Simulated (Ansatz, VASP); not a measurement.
## Cross-check of Rh (Rhodium) between VASP and Ansatz

Wanted: the spread between two codes on one cell, functional and k mesh. The structure shown is the end of the Ansatz relaxation below.

Calculated with Ansatz 0.2.0; plane waves, with VASP 6.6.1 beside it; single point at PBE.

### Step 1. Set-up

Symmetry: Fm-3m, No. 225, cubic system. The conventional cell has a = 3.831 Å, b = 3.831 Å, c = 3.831 Å, α = 90.00°, β = 90.00°, γ = 90.00°. Nearest to Rh lie 12 Rh at 2.71 Å.

As a file:

```cif
data_structure
_symmetry_space_group_name_H-M 'Fm-3m'
_symmetry_Int_Tables_number 225
_cell_length_a 3.8310
_cell_length_b 3.8310
_cell_length_c 3.8310
_cell_angle_alpha 90.000
_cell_angle_beta 90.000
_cell_angle_gamma 90.000
_cell_volume 56.23
loop_
_atom_site_label
_atom_site_type_symbol
_atom_site_symmetry_multiplicity
_atom_site_Wyckoff_symbol
_atom_site_fract_x
_atom_site_fract_y
_atom_site_fract_z
_atom_site_occupancy
Rh1 Rh 4 a 0.00000 0.00000 0.00000 1
```

### Step 2. Ansatz: relaxation, PBE

Ansatz runs on its default PAW (the set named soft_2) files.

This run makes the geometry at which the two programs are then compared.

Input file input.yaml:

```yaml
crystal:
  lattice:
    - [0.0, 1.90155, 1.90155]
    - [1.90155, 0.0, 1.90155]
    - [1.90155, 1.90155, 0.0]
  atoms:
    - { symbol: Rh, position: [0.0, 0.0, 0.0] }
kpoints:
  mp_grid: { grid: [18, 18, 18] }
scf:
  occupations: { method: fermi_dirac, width: 0.08 }
hamiltonian:
  xc: pbe
  pseudopotentials: { kind: paw }
output:
  forces: true
relax:
  f_tol: 0.01
  max_steps: 50
  cell: {}
```

Launch:

```console
ansatz run input.yaml --threads 4 --pin off --max-ram 8192MiB --backend cpu --events-out ev --progress --plain --runs-dir out
```

Numbers of over 12 decimals in the logs are rounded to 6 here.

Log:

```text
Engine: ansatz 0.2.0, aarch64-unknown-linux-gnu
Pseudopotentials: kind: paw
Pseudopotential: Rh, paw, valence charge 17, recommended cutoff 420 eV (normal), Rh.paw.azcp
Functional definition: PBE
  parameter kappa = 0.804
  parameter beta = 0.066725
  exchange = pbe_x(kappa = kappa, mu = beta*pi^2/3)
  correlation = pbe_c(beta = beta)
Crystal: 1 atoms, lattice volume = 13.752 Å³
Basis set: ecut = 420 eV, 283 PW (Γ), exchange–correlation on 36×36×36 points (8 copies of the dense FFT grid, shifted against one another)
Bands: 13, of which v1, the nominal top of the filled ones, is band 9 counted from 1 (8 counted from 0)
Symmetry: 48 space group operations
Space group: Fm-3m (ITA 225), of the structure as read, at distance tolerance 2.4e-5 Å
k-points: 195 of 5832
Non-local potential: Rh, projectors of the file, l = 0: 3, l = 1: 2, l = 2: 2, l = 3: 1
PAW form: soft (Blöchl's): semilocal exchange-correlation on the pseudo side does not see the compensation charge
PAW one-centre angular grid: Rh, 590 points (default); XC on 64 Gauss nodes
Initial density: superposition of atomic densities (neutral atoms: chi_scale 0, normalization atom), corrected by the library's trained network
Initial wavefunctions: pseudopotential atomic-orbital guess
Functional: x = pbe(κ = 0.804, μ = 0.219515), c = pbe(β = 0.066725)
SCF iter   1: F=—  HF=-6402.897646 eV  |F-HF|=—  |Δ(HF+E_count)|=         —  Δρ=2.82e-3  dr2=3.16e-4  ethr=1.77e-3  ⟨swp⟩=5.0  Hψ=14103  notcnv=0
preconditioner: auto → none  [metal: Δε(μ)=0.024 eV  Ē_g=13.977 eV  σ=0.080 eV  W_gap=0.07  n_scr=0 (ndim 8)  ℏωp=30.0 eV  f_vac=0.000  D(μ)=1.33/eV (n_scr^D=14)]
SCF iter   2: F=—  HF=-6402.897734 eV  |F-HF|=—  |Δ(HF+E_count)|=   8.79e-5  Δρ=1.44e-3  dr2=6.22e-5  ethr=1.86e-6  ⟨swp⟩=2.7  Hψ=5915  notcnv=0
SCF iter   3: F=—  HF=-6402.897762 eV  |F-HF|=—  |Δ(HF+E_count)|=   2.80e-5  Δρ=6.98e-4  dr2=1.31e-5  ethr=3.66e-7  ⟨swp⟩=2.1  Hψ=3496  notcnv=0
SCF iter   4: F=—  HF=-6402.897777 eV  |F-HF|=—  |Δ(HF+E_count)|=   1.48e-5  Δρ=7.18e-5  dr2=2.46e-7  ethr=7.70e-8  ⟨swp⟩=2.3  Hψ=3758  notcnv=0
iter 5 did not close the SCF: its close was put off for the readings that it lacked (scf_convergence_deferred on its scf_iter line)
SCF iter   5: F=-6402.897777 eV  HF=-6402.897777 eV  |F-HF|=7.97e-10  |Δ(HF+E_count)|=   8.33e-8  Δρ=1.21e-5  dr2=4.19e-9  ethr=1.45e-9  ⟨swp⟩=2.4  Hψ=3782  notcnv=0
SCF iter   6: F=-6402.897777 eV  HF=-6402.897777 eV  |F-HF|=1.94e-10  |Δ(HF+E_count)|=  5.18e-10  Δρ=2.25e-6  dr2=3.49e-10  ethr=2.47e-11  ⟨swp⟩=1.2  Hψ=7483  notcnv=0
SCF 1 converged in 6 iterations: F = -6402.897777 eV  dr2 = 3.49e-10
  greatest PAW one-centre occupation: 1.000 electrons in one spin orbital (limit 2), on the Rh atom at site 0 (counted from 0), in its partial waves of l = 0
relax step   1: F+E_penalty+E_count = -6402.89777693 eV  Δ(F+E_penalty+E_count) = +0.000e0 eV  max|allowed force component| = 0.000e0 eV/Å  Δτ_max = 0.0000 Å  P = +5.951 GPa  Ω = 13.752 Å³  (6 SCF iters, dr2 threshold 1.00e-7 eV, accepted)
[...]
relax step   2: F+E_penalty+E_count = -6402.89983588 eV  Δ(F+E_penalty+E_count) = -2.059e-3 eV  max|allowed force component| = 0.000e0 eV/Å  Δτ_max = 0.0000 Å  P = -4.113 GPa  Ω = 14.295 Å³  energy of the carried Pulay correction = -3.831e-4 eV  (5 SCF iters, dr2 threshold 1.00e-7 eV, accepted)
[...]
relax step   3: F+E_penalty+E_count = -6402.90309643 eV  Δ(F+E_penalty+E_count) = -3.261e-3 eV  max|allowed force component| = 0.000e0 eV/Å  Δτ_max = 0.0000 Å  P = -0.195 GPa  Ω = 14.068 Å³  energy of the carried Pulay correction = -2.248e-4 eV  (4 SCF iters, dr2 threshold 1.00e-7 eV, accepted)
[...]
relax step   4: F+E_penalty+E_count = -6402.90311078 eV  Δ(F+E_penalty+E_count) = -1.434e-5 eV  max|allowed force component| = 0.000e0 eV/Å  Δτ_max = 0.0000 Å  P = +0.007 GPa  Ω = 14.057 Å³  energy of the carried Pulay correction = -2.170e-4 eV  (3 SCF iters, dr2 threshold 9.48e-8 eV, accepted)
[...]
relax step   5: F+E_penalty+E_count = -6402.90332683 eV  Δ(F+E_penalty+E_count) = -2.161e-4 eV  max|allowed force component| = 0.000e0 eV/Å  Δτ_max = 0.0000 Å  P = +0.002 GPa  Ω = 14.057 Å³  stress off target by 1.64e-3 GPa  SCF on the basis re-selected at this cell (its energy is not comparable with the rows above)  (5 SCF iters)
basis re-selected at this cell: Δ(F+E_penalty+E_count) = -2.161e-4 eV, ΔP = -0.005 GPa vs the last step (what re-selecting the basis moved, of the pressure what is left beyond the Pulay correction that the steps carried, after the strain that the cell walked since its last selection, with what the two solves' SCF thresholds leave and, on support functions, any second-order correction that the steps lacked; it is no measure of the basis error at this ecutwfc). The dense FFT grid was sized anew with the basis: this SCF ran on 20×20×20 points, the steps before it on 18×18×18, so part of this shift can come from that change (see relax.cell in the input reference). [rest of the remark cut]
SCF converged after 5 iterations
Free energy (F): -6402.903327 eV
Harris-Foulkes:  -6402.903327 eV  (|F-HF|=2.73e-12)
Internal energy: -6402.874103 eV  (E = F + TS)
E sigma→0 (E₀):  -6402.888715 eV
Entropy (-TS):   -0.029224 eV (-29.224 meV/atom)
Fermi energy:    21.758426 eV
--- Per-component energies (eV) ---
  E_band       = -94.519142
  E_kinetic    = 572.775689
  E_local      = -1590.362767  (includes V_loc(G=0)·N_el)
  E_nonlocal   = 354.532943
  E_hartree    = 558.953990
  E_xc         = -221.753348
  E_vxc        = -278.371285  (∫ρ·V_xc dr)
  E_paw        = -3586.850445  (= ΣΔE_a)
  E_vpaw       = -271.002601  (= ΣTr[D̂ρ^β])
  E_aug_tail   = 0.000886  (compensation charges beyond the density's cutoff)
  E_ewald      = -2490.171051
  E_smearing   = -0.029224  (= −TS)
  E_closure    = -0.000000  (closes the sum)
  Σ components = -6402.903327   (vs F -6402.903327, Δ=0.00e0)
--- Forces (eV/Å), atoms counted from 1 ---
  atom   1  Rh    -0.00000000    -0.00000000    -0.00000000
  max |Σ_I F_I| component: 2.88e-32 eV/Å
--- Stress (GPa, compression-positive) ---
        0.001641      -0.000000      -0.000000
       -0.000000       0.001641       0.000000
       -0.000000       0.000000       0.001641
  P = ⅓ Tr σ = 0.0016 GPa (0.016 kbar)
--- Relaxed structure (4 steps of the walk, 4 accepted, 1 SCFs on fresh bases) ---
  F+E_penalty+E_count = -6402.90332683 eV   max|allowed force component| = 0.000e0 eV/Å   (the final SCF, on the basis selected at the relaxed cell)
  cell:  # Å, volume = 14.0569 Å³
    - [0, 1.915520, 1.915520]
    - [1.915520, 0, 1.915520]
    - [1.915520, 1.915520, 0]
  atoms:
    - { symbol: Rh, position: [0.0, 0.0, 0.0] }
```

### Step 3. VASP: single point, PBE

The same cell, functional, mesh and smearing now go to VASP, with its own data sets and cutoff.

Lines of VASP's logs that name or quote its potential files are left out, and so is its time.

Input file INCAR:

```
SYSTEM = Rh
PREC = Accurate
ENCUT = 400
EDIFF = 1E-06
NELM = 100
ISMEAR = -1
SIGMA = 0.08
LREAL = .FALSE.
ALGO = Normal
GGA = PE
NBANDS = 13
LORBIT = 11
LWAVE = .FALSE.
LCHARG = .FALSE.
KPAR = 2
ISIF = 2
```

Input file POSCAR:

```
Rh
1.0
    0.0000000000      1.9155202461      1.9155202461
    1.9155202461      0.0000000000      1.9155202461
    1.9155202461      1.9155202461      0.0000000000
Rh
1
Direct
    0.0000000000      0.0000000000      0.0000000000
```

Input file KPOINTS:

```
Automatic mesh
0
Gamma
18 18 18
0 0 0
```

PAW data sets: Rh_pv (PBE family, release 64).

Launch:

```console
mpirun -np 2 vasp_std
```

Log:

```text
[banner, memory and clock lines left out]
running    2 mpi-ranks, on    1 nodes
 distrk:  each k-point on    1 cores,    2 groups
 distr:  one band on    1 cores,    1 groups

 POSCAR found type information on POSCAR Rh
 POSCAR found :  1 types and       1 ions
 LDA part: xc-table for (Slater+PW92), standard interpolation
 POSCAR, INCAR and KPOINTS ok, starting setup
 FFT: planning ... GRIDC
 FFT: planning ... GRID_SOFT
 FFT: planning ... GRID
 WAVECAR not read
 entering main loop
       N       E                     dE             d eps       ncg     rms          rms(c)
DAV:   1     0.998778832923E+02    0.99878E+02   -0.78213E+03  5126   0.102E+03
DAV:   2    -0.650856720193E+01   -0.10639E+03   -0.10195E+03  5555   0.313E+02
DAV:   3    -0.776777426588E+01   -0.12592E+01   -0.12572E+01  5995   0.381E+01
DAV:   4    -0.777392568853E+01   -0.61514E-02   -0.61506E-02  5938   0.277E+00
DAV:   5    -0.777400221442E+01   -0.76526E-04   -0.76522E-04  6167   0.278E-01    0.959E+00
DAV:   6    -0.728522220584E+01    0.48878E+00   -0.84570E-01  5710   0.135E+01    0.341E+00
DAV:   7    -0.727400709099E+01    0.11215E-01   -0.66012E-02  6305   0.199E+00    0.151E+00
DAV:   8    -0.727073904878E+01    0.32680E-02   -0.56415E-03  5600   0.104E+00    0.867E-02
DAV:   9    -0.727059140518E+01    0.14764E-03   -0.29764E-04  6295   0.245E-01    0.125E-02
DAV:  10    -0.727059396206E+01   -0.25569E-05   -0.12213E-05  6025   0.443E-02    0.912E-03
DAV:  11    -0.727059227472E+01    0.16873E-05   -0.69645E-07  4198   0.102E-02    0.277E-04
DAV:  12    -0.727059225748E+01    0.17246E-07   -0.23462E-08  3820   0.205E-03
   1 F= -.72705923E+01 E0= -.72559388E+01  d E =-.293069E-01
```

OUTCAR, selected parts (step 3):

```text
ion  position               nearest neighbor table
   1  0.000  0.000  0.000-

  LATTYP: Found a face centered cubic cell.
 ALAT       =     3.8310404922

 Subroutine GETGRP returns: Found 48 space group operations
 (whereof 48 operations were pure point group operations)

The static configuration has the point symmetry O_h .

 Found    195 irreducible k-points:

   k-points           NKPTS =    195   k-points in BZ     NKDIM =    195   number of bands    NBANDS=     13

   dimension x,y,z NGX =    18 NGY =   18 NGZ =   18
   dimension x,y,z NGXF=    36 NGYF=   36 NGZF=   36

   ENCUT  =  400.0 eV  29.40 Ry    5.42 a.u.   4.42  4.42  4.42*2*pi/ulx,y,z

   NELECT =      15.0000    total number of electrons

 k-points in reciprocal lattice and weights: Automatic mesh
   0.00000000  0.00000000  0.00000000       0.000
   0.05555556  0.00000000  0.00000000       0.001
   0.11111111  0.00000000  0.00000000       0.001
   0.16666667  0.00000000  0.00000000       0.001
   0.22222222  0.00000000  0.00000000       0.001
   0.27777778  0.00000000  0.00000000       0.001
   0.33333333  0.00000000  0.00000000       0.001
   0.38888889  0.00000000  0.00000000       0.001
   0.44444444  0.00000000  0.00000000       0.001
[...]
-0.27777778  0.44444444  0.22222222       0.004
  -0.27777778  0.50000000  0.22222222       0.002

 average (electrostatic) potential at core
       1 -71.1314

 E-fermi :  11.4968

 k-point     1 :       0.0000    0.0000    0.0000
  band No.  band energies     occupation
    ...
      5       8.5254      2.00000
      6       8.5254      2.00000
      7       8.5254      2.00000
      8      10.5448      1.99999
      9      10.5448      1.99999
     10      27.5129      0.00000
     11      32.8465      0.00000
     12      32.8465      0.00000
     13      32.8465      0.00000

 k-point     2 :       0.0556    0.0000    0.0000
  band No.  band energies     occupation
    ...
      5       8.4720      2.00000
      6       8.5728      2.00000
      7       8.5728      2.00000
      8      10.5185      1.99999
      9      10.5185      1.99999
     10      27.6862      0.00000
     11      32.0971      0.00000
     12      32.1600      0.00000
     13      33.0215      0.00000

 k-point     3 :       0.1111    0.0000    0.0000
  band No.  band energies     occupation
    ...
      5       8.3384      2.00000
      6       8.6966      2.00000
      7       8.6966      2.00000
      8      10.4617      2.00000
      9      10.4617      2.00000
     10      28.1452      0.00000
     11      30.6921      0.00000
     12      32.1125      0.00000
     13      33.5284      0.00000

  Total       -0.1052712     -0.1052712     -0.1052712     -0.0000000      0.0000000      0.0000000
  in kB      -11.9985808    -11.9985808    -11.9985808     -0.0000000      0.0000000      0.0000000
  external PRESSURE =     -11.9985808 kB  Pullay stress =       0.0000000 kB

  energy-cutoff  :      400.00
  volume of cell :       14.06
      direct lattice vectors                 reciprocal lattice vectors
     0.000000000  1.915520246  1.915520246    -0.261025693  0.261025693  0.261025693
     1.915520246  0.000000000  1.915520246     0.261025693 -0.261025693  0.261025693
     1.915520246  1.915520246  0.000000000     0.261025693  0.261025693 -0.261025693

 POSITION                                       TOTAL-FORCE (eV/Angst)
 -----------------------------------------------------------------------------------
      0.00000      0.00000      0.00000         0.000000      0.000000      0.000000
 -----------------------------------------------------------------------------------
    total drift:                                0.000000     -0.000000      0.000000

  FREE ENERGIE OF THE ION-ELECTRON SYSTEM (eV)
  ---------------------------------------------------
  free  energy   TOTEN  =        -7.2705922575 eV

  energy  without entropy=       -7.2412853578  energy(sigma->0) =       -7.25593881

 total charge
# of ion       s       p       d       tot
------------------------------------------
    1        0.404   6.287   7.057  13.748

[... 3 further parts left out ...]
```

The run ends at a pressure of -1.20 GPa.

### Step 4. Differences

Known differences besides the PAW data sets themselves: the data sets hold 17 valence electrons in Ansatz (default PAW (the set named soft_2) files) and 15 in VASP; the cutoff is 420 eV in Ansatz and 400 eV in VASP; VASP leaves aspherical gradient terms in its spheres out (LASPH is not set), Ansatz keeps them; Ansatz's pressure holds a Pulay correction, VASP's none. Total energies have different zeros and are not compared.

The two programs side by side:

```
      quantity  Ansatz   VASP  difference
pressure (GPa)    0.00  -1.20       +1.20
```

### Step 5. What moves the difference

The difference is large enough to ask for its cause, so further runs change the set-up of one program at a time, as the table lists.

```
                                                    run  difference in pressure (GPa)
                                               as above                           1.2
VASP with the data sets Rh_sv_GW and a cutoff of 570 eV                           1.7
```

### Step 6. What came out

```
difference in pressure (single point, PBE) : 1.2 GPa
```

The difference in pressure is 1.2 GPa (single point, PBE), beyond the 1 GPa picked in this series as the mark of a large difference. For single point, PBE: no further run halves the difference in pressure. How closely two codes agree says nothing of how well the functional describes the real material.

[Lines on the potential files, build, host, timing and source positions are cut from VASP's logs without a mark.]

[Logs are printed without paths, hosts, clocks, repeated set-up lines and the standing remarks that a program may print on its own settings, such as how far it seeks lower states.]

[Hosts, paths, dates, database ids (printed as entryN), source tags and the programs' standing remarks are cut or masked in the printed files.]
